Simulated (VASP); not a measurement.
Data:

```
CELL_PARAMETERS angstrom
      0.00000     3.10968     3.10968
      3.10968     0.00000     3.10968
      3.10968     3.10968     0.00000
ATOMIC_POSITIONS crystal
  Ga 0.00000 0.00000 0.00000
  Sb 0.25000 0.25000 0.25000
```

These are B3LYP hybrid, VASP's PBE PAW potentials (set 64) (plane waves; VASP) values and carry that method's errors. Settings: 520 eV cut-off, 6×6×6 Γ-centred mesh, Gaussian smearing of 0.050 eV, potentials Ga_d Sb.

Unless said otherwise, spin-orbit coupling is left out, though it shifts the bands of the heavy elements here.

Q: Predict the energy per atom (σ→0), band gap (over the mesh, the named points and PBE's band edges) with the smallest direct gap where there is one.

A: 
| Quantity | Result |
|---|---|
| band gap (over the mesh, the named points and PBE's band edges) | 0.53 eV |
| smallest direct gap (over the mesh, the named points and PBE's band edges) | 0.53 eV |
| energy per atom (σ→0) | -4062 meV/atom |

Only differences to runs with the same potentials and settings are physical.

The compound is GaSb in the zinc blende structure. It was relaxed first, which changed the volume by +6 %.
